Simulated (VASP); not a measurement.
Computed with PBE GGA, VASP's PBE PAW potentials (set 64) (plane waves; VASP).

A VASP calculation is set up with these files.

POSCAR:
```
RuAl
1
    2.9563298860     0.0000000000     0.0000000000
    0.0000000000     2.9563298860     0.0000000000
    0.0000000000     0.0000000000     2.9563298860
Al Ru
1 1
Direct
  0.5000000000   0.5000000000   0.5000000000
  0.0000000000   0.0000000000   0.0000000000
```

### KPOINTS
```
Regular mesh
0
gamma
  12 12 12
```

INCAR:
```
SYSTEM=RuAl
PREC=Accurate; ENCUT=480; LREAL=.FALSE.
LASPH=.TRUE.
EDIFF=1E-7; NELM=100; ALGO=Normal
LMAXMIX=4
ISMEAR=1; SIGMA=0.1
GGA=PE
ISIF=2
LWAVE=.FALSE.; LCHARG=.FALSE.
```

POTCAR, in this order: Al Ru_pv (PBE.64 set). Program: vasp_std.

Output of the run:

File OUTCAR:
```
 ion  position               nearest neighbor table
   1  0.500  0.500  0.500-   2 2.56   2 2.56   2 2.56   2 2.56   2 2.56   2 2.56   2 2.56   2 2.56
  LATTYP: Found a simple cubic cell.
 ALAT       =     2.9563298860
 Subroutine PRICEL returns:
 Original cell was already a primitive cell.
 Subroutine GETGRP returns: Found 48 space group operations
The static configuration has the point symmetry O_h .
The dynamic configuration has the point symmetry O_h .
 Subroutine INISYM returns: Found 48 space group operations
 Subroutine IBZKPT returns following result:
 Found     84 irreducible k-points:

 Following reciprocal coordinates:
            Coordinates               Weight
  0.000000  0.000000  0.000000      1.000000
  0.083333  0.000000  0.000000      6.000000
  0.166667  0.000000  0.000000      6.000000
  0.250000  0.000000  0.000000      6.000000
  0.333333  0.000000  0.000000      6.000000
  0.416667  0.000000  0.000000      6.000000
  0.500000  0.000000  0.000000      3.000000
  0.083333  0.083333  0.000000     12.000000
  0.166667  0.083333  0.000000     24.000000
  0.250000  0.083333  0.000000     24.000000
  0.333333  0.083333  0.000000     24.000000
  0.416667  0.083333  0.000000     24.000000
  0.500000  0.083333  0.000000     12.000000
  0.166667  0.166667  0.000000     12.000000
  0.250000  0.166667  0.000000     24.000000
  0.333333  0.166667  0.000000     24.000000
  0.416667  0.166667  0.000000     24.000000
  0.500000  0.166667  0.000000     12.000000
  0.250000  0.250000  0.000000     12.000000
  0.333333  0.250000  0.000000     24.000000
  0.416667  0.250000  0.000000     24.000000
  0.500000  0.250000  0.000000     12.000000
  0.333333  0.333333  0.000000     12.000000
  0.416667  0.333333  0.000000     24.000000
  0.500000  0.333333  0.000000     12.000000
  0.416667  0.416667  0.000000     12.000000
  0.500000  0.416667  0.000000     12.000000
  0.500000  0.500000  0.000000      3.000000
  0.083333  0.083333  0.083333      8.000000
  0.166667  0.083333  0.083333     24.000000
  0.250000  0.083333  0.083333     24.000000
  0.333333  0.083333  0.083333     24.000000
  0.416667  0.083333  0.083333     24.000000
  0.500000  0.083333  0.083333     12.000000
  0.166667  0.166667  0.083333     24.000000
  0.250000  0.166667  0.083333     48.000000
  0.333333  0.166667  0.083333     48.000000
  0.416667  0.166667  0.083333     48.000000
  0.500000  0.166667  0.083333     24.000000
  0.250000  0.250000  0.083333     24.000000
   k-points           NKPTS =     84   k-points in BZ     NKDIM =     84   number of bands    NBANDS=     12
   number of dos      NEDOS =    301   number of ions     NIONS =      2
   total plane-waves  NPLWV =  13824
   dimension x,y,z NGX =    24 NGY =   24 NGZ =   24
   dimension x,y,z NGXF=    48 NGYF=   48 NGZF=   48
   ions per type =               1   1
   PREC   = accura    normal or accurate (medium, high low for compatibility)
   ISTART =      0    job   : 0-new  1-cont  2-samecut
   ICHARG =      2    charge: 1-file 2-atom 10-const
   ISPIN  =      1    spin polarized calculation?
   LNONCOLLINEAR =      F non collinear calculations
   LSORBIT =      F    spin-orbit coupling
   INIWAV =      1    electr: 0-lowe 1-rand  2-diag
   ENCUT  =  480.0 eV  35.28 Ry    5.94 a.u.   5.28  5.28  5.28*2*pi/ulx,y,z
   NELM   =    100;   NELMIN=  2; NELMDL= -5     # of ELM steps
   EDIFF  = 0.1E-06   stopping-criterion for ELM
   LREAL  =      F    real-space projection
   NLSPLINE    = F    spline interpolate recip. space projectors
   LMAXMIX     =    4 max onsite mixed and CHGCAR
   VOSKOWN=      0    Vosko Wilk Nusair interpolation
...
```

**OSZICAR**
```
       N       E                     dE             d eps       ncg     rms          rms(c)
DAV:   1     0.109144766426E+03    0.10914E+03   -0.89918E+03  2032   0.125E+03
DAV:   2    -0.127285114459E+02   -0.12187E+03   -0.11738E+03  2216   0.340E+02
DAV:   3    -0.148866815385E+02   -0.21582E+01   -0.21278E+01  2364   0.473E+01
DAV:   4    -0.149072414238E+02   -0.20560E-01   -0.20553E-01  2280   0.470E+00
DAV:   5    -0.149077931165E+02   -0.55169E-03   -0.55168E-03  2536   0.672E-01    0.132E+01
DAV:   6    -0.143049796579E+02    0.60281E+00   -0.35474E+00  2144   0.218E+01    0.249E+00
DAV:   7    -0.142405942209E+02    0.64385E-01   -0.25007E-01  2140   0.603E+00    0.226E+00
DAV:   8    -0.142249518176E+02    0.15642E-01   -0.16084E-02  2196   0.126E+00    0.205E-01
DAV:   9    -0.142248533356E+02    0.98482E-04   -0.22594E-04  2444   0.138E-01    0.136E-01
DAV:  10    -0.142248518940E+02    0.14416E-05   -0.26257E-05  2464   0.682E-02    0.119E-02
DAV:  11    -0.142248504068E+02    0.14872E-05   -0.18405E-06  2392   0.181E-02    0.597E-03
DAV:  12    -0.142248499028E+02    0.50408E-06   -0.54833E-08  1260   0.244E-03    0.220E-04
DAV:  13    -0.142248499185E+02   -0.15697E-07   -0.77026E-09  1100   0.905E-04
   1 F= -.14224850E+02 E0= -.14224728E+02  d E =-.365308E-03
```

File OUTCAR:
```
------------------------ aborting loop because EDIFF is reached ----------------------------------------
  FORCE on cell =-STRESS in cart. coord.  units (eV):
  Direction    XX          YY          ZZ          XY          YZ          ZX
  --------------------------------------------------------------------------------------
  Total        1.7205751      1.7205751      1.7205751     -0.0000000     -0.0000000      0.0000000
  in kB      106.6904450    106.6904450    106.6904450     -0.0000000     -0.0000000      0.0000000
  external PRESSURE =     106.6904450 kB  Pullay stress =       0.0000000 kB
  volume of cell :       25.84
      direct lattice vectors                 reciprocal lattice vectors
     2.956329886  0.000000000  0.000000000     0.338257244  0.000000000  0.000000000
     0.000000000  2.956329886  0.000000000     0.000000000  0.338257244  0.000000000
     0.000000000  0.000000000  2.956329886     0.000000000  0.000000000  0.338257244
 POSITION                                       TOTAL-FORCE (eV/Angst)
 -----------------------------------------------------------------------------------
      1.47816      1.47816      1.47816         0.000000      0.000000      0.000000
      0.00000      0.00000      0.00000         0.000000      0.000000      0.000000
 -----------------------------------------------------------------------------------
    total drift:                                0.000000      0.000000      0.000000
  FREE ENERGIE OF THE ION-ELECTRON SYSTEM (eV)
  ---------------------------------------------------
  free  energy   TOTEN  =       -14.2248499185 eV

  energy  without entropy=      -14.2244846106  energy(sigma->0) =      -14.22472815
```
(Selected blocks of OUTCAR.)

The compound is RuAl in the CsCl type structure. This cell was strained or had an atom moved on purpose. The electron count is odd and the run is not spin-polarised, which forces a metal.
